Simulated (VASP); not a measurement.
A run of VASP 6.6.1:

File POSCAR:

```
CaTiB3
1.0
    2.5682210900      2.5992216900      0.0000000000
    2.5682210900     -2.5992216900      0.0000000000
    0.0000000000      0.0000000000     -3.6590611500
Ca Ti B
1 1 3
Direct
    0.5000000000      0.5000000000      0.0000000000
    0.0000000000      0.0000000000      0.5000000000
    0.0000000000      0.0000000000      0.0000000000
    0.5000000000      0.0000000000      0.5000000000
    0.0000000000      0.5000000000      0.5000000000
```

File INCAR.step1:

```
PREC     = Accurate       # precision mode
ENCUT    = 520            # plane-wave cutoff, eV
EDIFF    = 1E-5           # SCF threshold, eV
ISMEAR   = -1             # smearing method
SIGMA    = 0.025          # smearing width, eV
LREAL    = False          # projectors in reciprocal space
LASPH    = True           # aspherical terms in the spheres
NELM     = 150            # most SCF steps
ALGO     = Normal         # electronic algorithm
ISIF     = 2              # what is computed and relaxed
LWAVE    = True           # write WAVECAR
LCHARG   = False          # write CHGCAR
ISPIN    = 2              # spin polarisation
MAGMOM   = 0 1 0 0 0      # initial moments
LORBIT   = 11             # projections on sites
LMAXMIX  = 4              # l up to which the mixer works
NBANDS   = 28             # bands
GGA      = PE             # functional
```

The input INCAR.step2:

```
PREC     = Accurate       # precision mode
ENCUT    = 520            # plane-wave cutoff, eV
EDIFF    = 1E-7           # SCF threshold, eV
ISMEAR   = -1             # smearing method
SIGMA    = 0.025          # smearing width, eV
LREAL    = False          # projectors in reciprocal space
LASPH    = True           # aspherical terms in the spheres
NELM     = 150            # most SCF steps
ALGO     = Normal         # electronic algorithm
ISIF     = 2              # what is computed and relaxed
LWAVE    = False          # write WAVECAR
LCHARG   = False          # write CHGCAR
ISPIN    = 2              # spin polarisation
MAGMOM   = 0 1 0 0 0      # initial moments
LORBIT   = 11             # projections on sites
LMAXMIX  = 4              # l up to which the mixer works
GGA      = PE             # functional
LHFCALC  = True           # exact exchange
AEXX     = 0.25           # exact-exchange fraction
PRECFOCK = Fast         
HFRCUT   = -1           
NBANDS   = 28             # bands
ISTART   = 1
```

File KPOINTS:

```
Automatic mesh
0
Gamma
  3 3 3
```

Potentials or basis: VASP PAW PBE potentials, release 64 (Ca_sv, Ti_sv, B).

The run is started by

```console
$ cat potpaw_PBE.64/Ca_sv/POTCAR potpaw_PBE.64/Ti_sv/POTCAR potpaw_PBE.64/B/POTCAR > POTCAR
$ cp INCAR.step1 INCAR
$ mpirun -np 1 vasp_std > vasp.out
$ cp INCAR.step2 INCAR
$ mpirun -np 1 vasp_std > vasp.out
```

Hardware: 1 thread of Intel(R) Xeon(R) Platinum 8488C (Sapphire Rapids), with other jobs on the host.

Problem. How long does it take, and how much memory?

Solution. It took 7.5 min on 1 thread of Intel(R) Xeon(R) Platinum 8488C (Sapphire Rapids) (shared host), peak memory 0.19 GiB. Counts: scf iterations 16, k points 8.
